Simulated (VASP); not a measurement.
Method: r2SCAN meta-GGA, VASP's PBE PAW potentials (set 64) (plane waves; VASP 6.6.1).

The input files of a VASP run:

KPOINTS:
```
Automatic mesh
0
Gamma
11 11 6
0 0 0
```

### POSCAR
```
Tb
1
    1.8000000000    -3.1176910000     0.0000000000
    1.8000000000     3.1176910000     0.0000000000
    0.0000000000     0.0000000000     5.6900000000
Tb
2
Direct
  0.3333330000   0.6666670000   0.2500000000
  0.6666670000   0.3333330000   0.7500000000
```

INCAR:
```
LWAVE = F
ALGO = Normal
LASPH = T
ISMEAR = 1
EDIFF = 1E-6   # SCF stop (eV)
LMIXTAU = T
NELM = 100   # most electronic steps
PREC = Accurate
ISIF = 3   # ions, shape and volume
LREAL = F   # projection in real space or not
METAGGA = R2SCAN
SYSTEM = Tb
ENCUT = 520
EDIFFG = -0.01   # ionic stop
NSW = 60   # most ionic steps
IBRION = 2   # conjugate gradients
SIGMA = 0.1
LMAXMIX = 6
LCHARG = F
```

POTCAR, in this order: Tb_3 (PBE.64 set). Program: vasp_std.

**Question.** What will the output report for the number of irreducible k-points (NKPTS), largest plane-wave count, number of space-group operations, FFT grid (NGX, NGY, NGZ)?

**Answer.** 
number of irreducible k-points (NKPTS): 64
largest plane-wave count: 1743
number of space-group operations: 24
FFT grid (NGX, NGY, NGZ): 28 × 28 × 42

The compound is Tb in the hcp structure. This run relaxes it. Symmetry was kept, so distortions that lower it aren't found. The 4f electrons are frozen in the core of the lanthanide potential, so 4f levels, which can set the real gap, and their magnetism are missing.
